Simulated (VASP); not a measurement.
Method: r2SCAN meta-GGA, VASP's PBE PAW potentials (set 64) (plane waves; VASP 6.6.1).

The input files of a VASP run:

POSCAR:
```
Ti
1.0
  1.4673342515  -2.5414975332   0.0000000000
  1.4673342515   2.5414975332   0.0000000000
  0.0000000000   0.0000000000   4.6312079142
Ti
2
Direct
  0.3333330000   0.6666670000   0.2500000000
  0.6666670000   0.3333330000   0.7500000000
```

INCAR:
```
METAGGA  =  R2SCAN
LCHARG  =  F
SYSTEM  =  Ti
PREC  =  Accurate
LASPH  =  T
ENCUT  =  400   # plane-wave cut-off (eV)
ISMEAR  =  1   # Methfessel-Paxton
IBRION  =  2
LWAVE  =  F
LMIXTAU  =  T
LMAXMIX  =  4   # l cut-off of mixed one-centre charges
ALGO  =  Normal   # blocked Davidson
ISIF  =  3
SIGMA  =  0.1   # width (eV)
EDIFF  =  1E-6
EDIFFG  =  -0.01   # ionic stop
NELM  =  100   # most electronic steps
NSW  =  60   # most ionic steps
LREAL  =  F
```

KPOINTS:
```
Automatic mesh
0
Gamma
13 13 7
0 0 0
```

POTCAR, in this order: Ti_sv (PBE.64 set). Program: vasp_std.

What VASP printed:

### OSZICAR
```
       N       E                     dE             d eps       ncg     rms          rms(c)
DAV:   1     0.222739603853E+03    0.22274E+03   -0.12206E+04  2688   0.165E+03
DAV:   2    -0.421221119333E+01   -0.22695E+03   -0.22575E+03  2768   0.472E+02
DAV:   3    -0.333275289020E+02   -0.29115E+02   -0.28937E+02  5312   0.136E+02
DAV:   4    -0.345158504341E+02   -0.11883E+01   -0.11883E+01  2736   0.295E+01
DAV:   5    -0.345796492335E+02   -0.63799E-01   -0.63798E-01  4464   0.482E+00    0.145E+01
DAV:   6    -0.270809439650E+02    0.74987E+01   -0.20961E+01  3360   0.608E+01    0.196E+00
DAV:   7    -0.246117140142E+02    0.24692E+01   -0.30092E+00  4400   0.141E+01    0.242E+00
DAV:   8    -0.254527532717E+02   -0.84104E+00   -0.62434E-01  3592   0.510E+00    0.189E+00
DAV:   9    -0.259457407596E+02   -0.49299E+00   -0.68542E-01  2688   0.107E+01    0.179E+00
DAV:  10    -0.258837824033E+02    0.61958E-01   -0.23120E-01  3120   0.549E+00    0.389E-01
DAV:  11    -0.258888474869E+02   -0.50651E-02   -0.12690E-02  3832   0.934E-01    0.273E-01
DAV:  12    -0.258764178911E+02    0.12430E-01   -0.15850E-02  3264   0.110E+00    0.930E-02
DAV:  13    -0.258825559013E+02   -0.61380E-02   -0.25562E-03  2936   0.523E-01    0.496E-02
DAV:  14    -0.258826796155E+02   -0.12371E-03   -0.40782E-04  3560   0.174E-01    0.193E-02
DAV:  15    -0.258832345729E+02   -0.55496E-03   -0.17603E-04  2832   0.137E-01    0.118E-02
DAV:  16    -0.258830975725E+02    0.13700E-03   -0.31145E-05  3024   0.572E-02    0.583E-03
DAV:  17    -0.258831219280E+02   -0.24356E-04   -0.55785E-06  2792   0.269E-02    0.185E-03
DAV:  18    -0.258831110864E+02    0.10842E-04   -0.60079E-07  1696   0.105E-02    0.142E-03
DAV:  19    -0.258831104469E+02    0.63950E-06   -0.22324E-07  1464   0.573E-03
   1 F= -.25883110E+02 E0= -.25883037E+02  d E =-.258831E+02
```

File OUTCAR:
```
------------------------ aborting loop because EDIFF is reached ----------------------------------------
  FORCE on cell =-STRESS in cart. coord.  units (eV):
  Direction    XX          YY          ZZ          XY          YZ          ZX
  --------------------------------------------------------------------------------------
  Total        0.0083348      0.0083348      0.0108403      0.0000000     -0.0000000     -0.0000000
  in kB        0.3865992      0.3865992      0.5028139      0.0000000     -0.0000000     -0.0000000
  external PRESSURE =       0.4253374 kB  Pullay stress =       0.0000000 kB
  volume of cell :       34.54
      direct lattice vectors                 reciprocal lattice vectors
     1.467334252 -2.541497533  0.000000000     0.340753989 -0.196734403  0.000000000
     1.467334252  2.541497533  0.000000000     0.340753989  0.196734403  0.000000000
     0.000000000  0.000000000  4.631207914     0.000000000  0.000000000  0.215926389
 POSITION                                       TOTAL-FORCE (eV/Angst)
 -----------------------------------------------------------------------------------
      1.46733      0.84717      1.15780         0.000000      0.000000      0.000000
      1.46733     -0.84717      3.47341         0.000000     -0.000000      0.000000
 -----------------------------------------------------------------------------------
    total drift:                               -0.000000      0.001057     -0.000020
  FREE ENERGIE OF THE ION-ELECTRON SYSTEM (eV)
  ---------------------------------------------------
  free  energy   TOTEN  =       -25.8831104469 eV

  energy  without entropy=      -25.8828901290  energy(sigma->0) =      -25.88303701

 reached required accuracy - stopping structural energy minimisation
```
(Selected blocks of OUTCAR.)

File OUTCAR:
```
 val. band max:        8.4692649469   @ k =   0.2308   0.2308   0.4286

 cond. band min:       8.4838858424   @ k =   0.3077   0.3077   0.2857


 Fermi energy:         8.4781970999

 k-point     1 :       0.0000    0.0000    0.0000
  band No.  band energies     occupation
      1     -50.7573      2.00000
      2     -50.6067      2.00000
      3     -26.3403      2.00000
      4     -25.6559      2.00000
      5     -25.6558      2.00000
      6     -25.5849      2.00000
      7     -25.5495      2.00000
      8     -25.5495      2.00000
      9       1.8596      2.00000
     10       5.5947      2.00000
     11       9.0761     -0.00000
     12       9.3292     -0.00000
     13       9.3292     -0.00000
     14       9.4596     -0.00000
     15       9.8699     -0.00000
     16       9.8699     -0.00000

 k-point     2 :       0.0769    0.0000    0.0000
  band No.  band energies     occupation
      1     -50.7510      2.00000
      2     -50.6045      2.00000
      3     -26.3265      2.00000
      4     -25.6839      2.00000
      5     -25.6653      2.00000
      6     -25.5908      2.00000
      7     -25.5786      2.00000
      8     -25.5530      2.00000
      9       2.0326      2.00000
     10       5.7273      2.00000
     11       8.7883     -0.00010
     12       9.0197     -0.00000
     13       9.4515     -0.00000
     14       9.6839     -0.00000
     15       9.7910     -0.00000
     16       9.9782     -0.00000

 k-point     3 :       0.1538    0.0000    0.0000
  band No.  band energies     occupation
      1     -50.7334      2.00000
      2     -50.5984      2.00000
      3     -26.2865      2.00000
      4     -25.7620      2.00000
      5     -25.6906      2.00000
      6     -25.6580      2.00000
      7     -25.6086      2.00000
      8     -25.5634      2.00000
      9       2.5317      2.00000
     10       6.0796      2.00000
     11       8.1893      2.00034
     12       8.5581      0.02057
     13       9.5371     -0.00000
...
```

The compound is Ti in the hcp structure. It was relaxed first. The start is the result of an earlier pass.
